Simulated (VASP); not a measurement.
Here is the system:

```xyz
1
Lattice="0.0000 2.8911 2.8911 2.8911 0.0000 2.8911 2.8911 2.8911 0.0000" Properties=species:S:1:pos:R:3 pbc="T T T"
Sr     0.0000     0.0000     0.0000
```

The numbers are results of LDA (Ceperley-Alder, Perdew-Zunger), VASP's LDA PAW potentials (set 64) (plane waves; VASP), not measurements. Settings: 400 eV cut-off, 18×18×18 Γ-centred mesh, Gaussian smearing of 0.010 eV, potentials Sr_sv.

Estimate the energy per atom (σ→0).

```
Quantity                       Result
---------------------  --------------
energy per atom (σ→0)  -1.897 eV/atom
```

Only differences to runs with the same potentials and settings are physical.

The compound is Sr in the fcc structure. It was relaxed first, which changed the volume by -14 %.
